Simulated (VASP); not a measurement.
Here is the system:

```
CELL_PARAMETERS angstrom
      0.00102     5.83986     5.83564
      5.83986     0.00102     5.83564
      2.92044     2.92044     0.00000
ATOMIC_POSITIONS crystal
  Hg 0.99982 0.99982 0.00035
  S  0.12643 0.12643 0.24714
  S  0.12571 0.62270 0.25160
  S  0.62270 0.12571 0.25160
  S  0.62498 0.62498 0.25003
  Cd 0.99941 0.50063 0.99996
  Cd 0.50063 0.99941 0.99996
  Cd 0.50032 0.50032 0.99936
```

Method: PBEsol GGA, VASP's PBE PAW potentials (set 64) (plane waves; VASP). Settings: 400 eV cut-off, 4×4×7 Γ-centred mesh, tetrahedra with Blöchl corrections, potentials Hg S Cd.

The cores are frozen, which limits the accuracy of field gradients.

Problem. Give the principal components of the electric field gradient (V/Å²) and the asymmetry η at each nucleus.

Solution. 
| atom | Vxx | Vyy | Vzz | η |
|---|---|---|---|---|
| Hg1 | 3.7 | 0.6 | -4.3 | 0.72 |
| S2 | 23.4 | 0.6 | -24.0 | 0.95 |
| S3 | -11.8 | -11.8 | 23.7 | 0.00 |
| S4 | -11.8 | -11.8 | 23.7 | 0.00 |
| S5 | -0.1 | -0.1 | 0.3 | - |
| Cd6 | -2.1 | -1.3 | 3.4 | 0.22 |
| Cd7 | -2.1 | -1.3 | 3.4 | 0.22 |
| Cd8 | -1.8 | -0.7 | 2.5 | 0.47 |

The structure was generated: Cd3HgS4 was put into an ordered model structure (Amm2), which need not be its known phase. It was relaxed first.
